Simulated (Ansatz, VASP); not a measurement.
# SbC2: VASP beside Ansatz, part 2 of 2

Wanted: the spread between two codes on one cell, functional and k mesh. The cell is invented: As first built, before any earlier steps moved the atoms (in the runner's words): it takes the LuC2 structure with some of its atoms replaced by other elements, volume scaled by an estimate. It may not be a known or stable phase. Of the first pair: The cell is a member of a volume series, scaled by 0.98 from a relaxed one, so a pressure remains. Valence electrons are named where the data sets of a main pair hold unlike numbers.

VASP 6.6.1 and Ansatz 0.2.0.

So far. Step 3 (Ansatz: single point, r2SCAN, volume scaled by 0.98): The run ends at a pressure of 2.00 GPa, with forces up to 0.39 eV/Å. Step 6 (VASP: single point, r2SCAN, volume scaled by 1.04): The run ends at a pressure of -3.54 GPa, with forces up to 0.96 eV/Å.

## 7. Ansatz: single point, r2SCAN, volume scaled by 1.04

Level of this step: Ansatz beside VASP: Kohn-Sham DFT, plane waves, r2SCAN (Ansatz).

The same cell, functional, mesh and smearing now go to Ansatz, which takes its cutoff from its data sets.

The cell is a member of a volume series, scaled by 1.04 from a relaxed one, so a pressure remains.

The input, input.yaml:

```yaml
crystal:
  lattice:
    - [-2.1067838012, 2.1067838012, 3.1039807984]
    - [2.1067838012, -2.1067838012, 3.1039807984]
    - [2.1067838012, 2.1067838012, -3.1039807984]
  atoms:
    - { symbol: Sb, position: [0.0, 0.0, 0.0] }
    - { symbol: C, position: [0.604285871, 0.604285871, 0.0] }
    - { symbol: C, position: [0.395714129, 0.395714129, 0.0] }
hamiltonian:
  xc: r2scan
  pseudopotentials: { kind: paw }
kpoints:
  mp_grid: { grid: [8, 8, 8] }
scf:
  occupations: { method: fermi_dirac, width: 0.05 }
  n_extra_bands: 4
output:
  forces: true
  stress: true
  eigenvalues: true
```

Launch:

```sh
$ ansatz run input.yaml --threads 2 --pin off --max-ram 4608MiB --backend cpu --events-out ev --progress --plain --runs-dir out
```

Numbers of over 12 decimals in the logs are rounded to 6 here.

The log of the run:

```text
[...]
Crystal: 3 atoms, lattice volume = 55.109 Å³
Basis set: ecut = 500 eV, 1387 PW (Γ), exchange–correlation on 128×128×128 points (64 copies of the dense FFT grid, shifted against one another)
Bands: 16, of which v1, the nominal top of the filled ones, is band 12 counted from 1 (11 counted from 0)
Symmetry: 16 space group operations
[...]
k-points: 59 of 512
[...]
P = ⅓ Tr σ = -3.5914 GPa (-35.914 kbar)
--- Band table (eV; the first three rows and the last of 59) ---
  k-point 0: bands = [... 8 lower, 3.6522, 3.6522, 5.9947, 8.9901, 8.9901, 9.2920, 9.2920, 9.6623]
  k-point 1: bands = [... 8 lower, 3.5113, 3.8372, 6.0668, 7.8740, 8.8663, 8.9837, 9.1694, 10.4399]
  k-point 2: bands = [... 8 lower, 3.1736, 3.4008, 5.5101, 7.9200, 8.3835, 8.7803, 9.5367, 11.6471]
  k-point 58: bands = [... 8 lower, 2.2326, 2.2326, 5.0615, 10.0567, 10.0567, 11.1165, 11.6705, 12.0065]
[key lines of the parts left out:]
SCF converged after 7 iterations
Free energy (F): -6996.861448 eV
Fermi energy:    7.514402 eV
```

The job ended after 4.9 s (2 threads of Arm Neoverse V1, shared host; peak memory 0.49 GiB; 9 s of CPU time).

The run ends at a pressure of -3.59 GPa, with forces up to 1.1 eV/Å.

## 8. Comparison

What differs besides the data sets and the points named for the pairs above, as far as they apply: the data sets hold 23 valence electrons in Ansatz (on its default PAW (the set named soft_2) files) and 13 in VASP. Total energies have different zeros and are not compared.

The two programs side by side:

| quantity | Ansatz | VASP | difference |
| --- | --- | --- | --- |
| pressure (GPa) | -3.59 | -3.54 | -0.05 |

Forces (eV/Å; atoms numbered as in POSCAR):

| atom | Ansatz x, y, z | VASP x, y, z |
| --- | --- | --- |
| Sb1 | 0.000, 0.000, 0.000 | 0.000, 0.000, 0.000 |
| C2 | 0.000, 0.000, -1.106 | 0.000, 0.000, -0.962 |
| C3 | 0.000, 0.000, 1.106 | 0.000, 0.000, 0.962 |

The forces differ by 68 meV/Å r.m.s., which is 14.9 % of the r.m.s. force of 0.454 eV/Å (both taken over all components). Ansatz's pressure holds a Pulay correction of 0.01 GPa; VASP's holds none.

## 9. Other set-ups

Further runs change the set-up of one program: Ansatz's method, potentials or start, or VASP's data sets, cutoff or form of LDA. The table gives Ansatz less VASP for each quantity, since a change that brings one quantity closer may part another.

| run | r.m.s. force difference (meV/Å) | pressure (GPa) |
| --- | --- | --- |
| as above | 68 | -0.051 |
| cores kept as stored | 79 | -0.086 |
| Ansatz's larger PAW set (cutoff 800 eV) | 74 | -0.057 |
| norm-conserving potentials (cutoff 1230 eV) | 79 | -0.087 |

## 10. VASP: single point, r2SCAN, volume scaled by 1.06

A single point gives forces, pressure and levels at one fixed geometry, so differences don't come from the geometry; what else differs is listed under the comparison. The cell compared in this pair holds 56.17 Å³, against 55.11 Å³ for the pair before.

The input, INCAR:

```
SYSTEM = SbC2
PREC = Accurate
ENCUT = 520
EDIFF = 1E-06
NELM = 100
ISMEAR = -1
SIGMA = 0.05
LREAL = .FALSE.
ALGO = Normal
METAGGA = R2SCAN
LASPH = .TRUE.
NBANDS = 12
LORBIT = 11
LWAVE = .FALSE.
LCHARG = .FALSE.
ISIF = 2
```

The input, POSCAR:

```
SbC2
1.0
   -2.1202031681      2.1202031681      3.1237519098
    2.1202031681     -2.1202031681      3.1237519098
    2.1202031681      2.1202031681     -3.1237519098
Sb C
1 2
Direct
    0.0000000000      0.0000000000      0.0000000000
    0.6042858710      0.6042858710      0.0000000000
    0.3957141290      0.3957141290      0.0000000000
```

The input, KPOINTS:

```
Automatic mesh
0
Gamma
8 8 8
0 0 0
```

The projector-augmented-wave data sets are Sb and C (PBE family, release 64).

Launch:

```sh
$ mpirun -np 1 vasp_std
```

The log of the run:

```text
[... set-up lines as in an earlier step ...]
 entering main loop
       N       E                     dE             d eps       ncg     rms          rms(c)
DAV:   1     0.169967721198E+02    0.16997E+02   -0.51543E+03  1416   0.858E+02
DAV:   2    -0.402184630403E+02   -0.57215E+02   -0.54089E+02  1844   0.164E+02
DAV:   3    -0.451416534714E+02   -0.49232E+01   -0.48084E+01  1700   0.488E+01
DAV:   4    -0.452250644510E+02   -0.83411E-01   -0.83158E-01  1592   0.756E+00
[...]
DAV:  11    -0.399789854832E+02   -0.15874E-04   -0.63172E-05  1632   0.614E-02    0.177E-02
DAV:  12    -0.399789869125E+02   -0.14293E-05   -0.14416E-05  1520   0.307E-02    0.448E-03
DAV:  13    -0.399789876117E+02   -0.69925E-06   -0.21909E-06  1344   0.133E-02
   1 F= -.39978988E+02 E0= -.39973901E+02  d E =-.101725E-01
```

OUTCAR, selected parts (step 10):

```text
  Total       -0.8243502     -0.8243502     -3.7070281      0.0000000      0.0000000      0.0000000
  in kB      -23.5142356    -23.5142356   -105.7413796      0.0000000      0.0000000      0.0000000
  external PRESSURE =     -50.9232836 kB  Pullay stress =       0.0000000 kB

 POSITION                                       TOTAL-FORCE (eV/Angst)
 -----------------------------------------------------------------------------------
      0.00000      0.00000      0.00000         0.000000      0.000000      0.000000
      0.00000      0.00000      3.77528        -0.000000     -0.000000     -1.392570
      0.00000      0.00000      2.47223         0.000000      0.000000      1.392570
 -----------------------------------------------------------------------------------
    total drift:                               -0.000000     -0.000000     -0.000000

  FREE ENERGIE OF THE ION-ELECTRON SYSTEM (eV)
  ---------------------------------------------------
  free  energy   TOTEN  =       -39.9789876117 eV

  energy  without entropy=      -39.9688151500  energy(sigma->0) =      -39.97390138

[... 1 part as in an earlier step ...]

[... 2 further parts left out ...]
[key lines of the parts left out:]
E-fermi :   5.0090
```

The run ends at a pressure of -5.09 GPa, with forces up to 1.4 eV/Å.

## 11. Ansatz: single point, r2SCAN, volume scaled by 1.06

The same cell, functional, mesh and smearing now go to Ansatz, which takes its cutoff from its data sets.

The cell is a member of a volume series, scaled by 1.06 from a relaxed one, so a pressure remains.

input.yaml, the sections that differ from step 7:

```yaml
crystal:
  lattice:
    - [-2.1202031681, 2.1202031681, 3.1237519098]
    - [2.1202031681, -2.1202031681, 3.1237519098]
    - [2.1202031681, 2.1202031681, -3.1237519098]
  atoms:
    - { symbol: Sb, position: [0.0, 0.0, 0.0] }
    - { symbol: C, position: [0.604285871, 0.604285871, 0.0] }
    - { symbol: C, position: [0.395714129, 0.395714129, 0.0] }
# hamiltonian, kpoints, scf, output: as in step 7
```

Launch:

```sh
$ ansatz run input.yaml --threads 2 --pin off --max-ram 4608MiB --backend cpu --events-out ev --progress --plain --runs-dir out
```

The log of the run:

```text
[...]
Crystal: 3 atoms, lattice volume = 56.168 Å³
Basis set: ecut = 500 eV, 1419 PW (Γ), exchange–correlation on 128×128×128 points (64 copies of the dense FFT grid, shifted against one another)
Bands: 16, of which v1, the nominal top of the filled ones, is band 12 counted from 1 (11 counted from 0)
Symmetry: 16 space group operations
[...]
k-points: 59 of 512
[...]
P = ⅓ Tr σ = -5.1370 GPa (-51.370 kbar)
--- Band table (eV; the first three rows and the last of 59) ---
  k-point 0: bands = [... 8 lower, 3.4994, 3.4994, 5.7088, 8.6936, 8.6936, 9.0820, 9.0820, 9.3469]
  k-point 1: bands = [... 8 lower, 3.3613, 3.6797, 5.7792, 7.6074, 8.5777, 8.7825, 8.9096, 10.1558]
  k-point 2: bands = [... 8 lower, 3.0304, 3.2442, 5.2540, 7.6445, 8.1968, 8.4978, 9.2476, 11.3455]
  k-point 58: bands = [... 8 lower, 2.1050, 2.1050, 4.8486, 9.7418, 9.7418, 10.9290, 11.2686, 11.7263]
[key lines of the parts left out:]
SCF converged after 7 iterations
Free energy (F): -6996.832494 eV
Fermi energy:    7.260473 eV
```

It took 5 s on 2 threads; peak memory 0.5 GiB; 9.2 s of CPU time.

The run ends at a pressure of -5.14 GPa, with forces up to 1.5 eV/Å.

## 12. Differences

What differs besides the data sets and the points named for the pairs above, as far as they apply: the data sets hold 23 valence electrons in Ansatz (on its default PAW (the set named soft_2) files) and 13 in VASP. Total energies have different zeros and are not compared.

The two programs side by side:

| quantity | Ansatz | VASP | difference |
| --- | --- | --- | --- |
| pressure (GPa) | -5.14 | -5.09 | -0.04 |

Forces (eV/Å; atoms numbered as in POSCAR):

| atom | Ansatz x, y, z | VASP x, y, z |
| --- | --- | --- |
| Sb1 | 0.000, 0.000, 0.000 | 0.000, 0.000, 0.000 |
| C2 | 0.000, 0.000, -1.534 | 0.000, 0.000, -1.393 |
| C3 | 0.000, 0.000, 1.534 | 0.000, 0.000, 1.393 |

The forces differ by 67 meV/Å r.m.s., which is 10.1 % of the r.m.s. force of 0.656 eV/Å (both taken over all components). Ansatz's pressure holds a Pulay correction of 0.01 GPa; VASP's holds none.

## 13. What the set-up changes

Further runs change the set-up of one program: Ansatz's method, potentials or start, or VASP's data sets, cutoff or form of LDA. The table gives Ansatz less VASP for each quantity, since a change that brings one quantity closer may part another.

| run | r.m.s. force difference (meV/Å) | pressure (GPa) |
| --- | --- | --- |
| as above | 67 | -0.045 |
| cores kept as stored | 78 | -0.079 |
| Ansatz's larger PAW set (cutoff 800 eV) | 73 | -0.049 |
| norm-conserving potentials (cutoff 1230 eV) | 77 | -0.078 |

## 14. Outcome

```json
{
  "r.m.s. force difference (single point, r2SCAN, volume scaled by 0.98)": "28 % of the r.m.s. force",
  "r.m.s. force difference (single point, r2SCAN, volume scaled by 1.04)": "15 % of the r.m.s. force",
  "r.m.s. force difference (single point, r2SCAN, volume scaled by 1.06)": "10 % of the r.m.s. force"
}
```

The r.m.s. force difference is 28 % of the r.m.s. force (single point, r2SCAN, volume scaled by 0.98), beyond the 3 % picked in this series as the mark of a large difference. The data sets hold unlike numbers of valence electrons (23 in Ansatz and 13 in VASP), so part of the differences comes from the potentials. Single point, r2SCAN, volume scaled by 0.98, cores kept as stored: the difference in pressure goes from -0.086 to -0.13 GPa. Single point, r2SCAN, volume scaled by 0.98, norm-conserving potentials (cutoff 1230 eV): the difference in pressure goes from -0.086 to -0.13 GPa. Single point, r2SCAN, volume scaled by 1.04, cores kept as stored: the difference in pressure goes from -0.051 to -0.086 GPa. Single point, r2SCAN, volume scaled by 1.04, norm-conserving potentials (cutoff 1230 eV): the difference in pressure goes from -0.051 to -0.087 GPa. Single point, r2SCAN, volume scaled by 1.06, cores kept as stored: the difference in pressure goes from -0.045 to -0.079 GPa. 3 further runs of this series are not shown here. How closely two codes agree says nothing of how well the functional describes the real material.

[Lines on the potential files, build, host, timing and source positions are cut from VASP's logs without a mark.]

[Logs are printed without paths, hosts, clocks, repeated set-up lines and the standing remarks that a program may print on its own settings, such as how far it seeks lower states.]

[Hosts, paths, dates, database ids (printed as entryN), source tags and the programs' standing remarks are cut or masked in the printed files.]
